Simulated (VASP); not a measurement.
Computed with LDA (Ceperley-Alder, Perdew-Zunger), VASP's LDA PAW potentials (set 64) (plane waves; VASP).

Input for VASP

KPOINTS:
```
Automatic mesh
0
Gamma
11 11 11
0 0 0
```

**INCAR**
```
# general
SYSTEM   =  CuZn
PREC     =  Accurate
ENCUT    =  400   # plane-wave cut-off (eV)
LREAL    =  .False.
LASPH    =  .True.   # aspherical one-centre terms

# electronic loop
EDIFF    =  1E-6
NELM     =  100
ALGO     =  Normal
LMAXMIX  =  4   # l cut-off of mixed one-centre charges

# smearing
ISMEAR   =  1   # Methfessel-Paxton
SIGMA    =  0.1

# ions
IBRION   =  2   # conjugate gradients
NSW      =  60   # most ionic steps
ISIF     =  3   # ions, shape and volume
EDIFFG   =  -0.01

# output
LWAVE    =  .False.
LCHARG   =  .False.
```

File POSCAR:
```
CuZn
1.0
  2.9500000000   0.0000000000   0.0000000000
  0.0000000000   2.9500000000   0.0000000000
  0.0000000000   0.0000000000   2.9500000000
Zn Cu
1 1
direct
  0.5000000000   0.5000000000   0.5000000000
  0.0000000000   0.0000000000   0.0000000000
```

POTCAR, in this order: Zn Cu (LDA.64 set). Program: vasp_std.

**Question.** What will the output report for the number of irreducible k-points (NKPTS), number of bands (NBANDS), largest plane-wave count, number of space-group operations, FFT grid (NGX, NGY, NGZ)?

**Answer.** 
The number of irreducible k-points (NKPTS) is 56. The number of bands (NBANDS) is 15. The largest plane-wave count is 476. The number of space-group operations is 48 and the FFT grid (NGX, NGY, NGZ) is 20 × 20 × 20.

The compound is CuZn in the CsCl type structure. This run relaxes it. Symmetry was kept, so distortions that lower it aren't found. The electron count is odd and the run is not spin-polarised, which forces a metal.
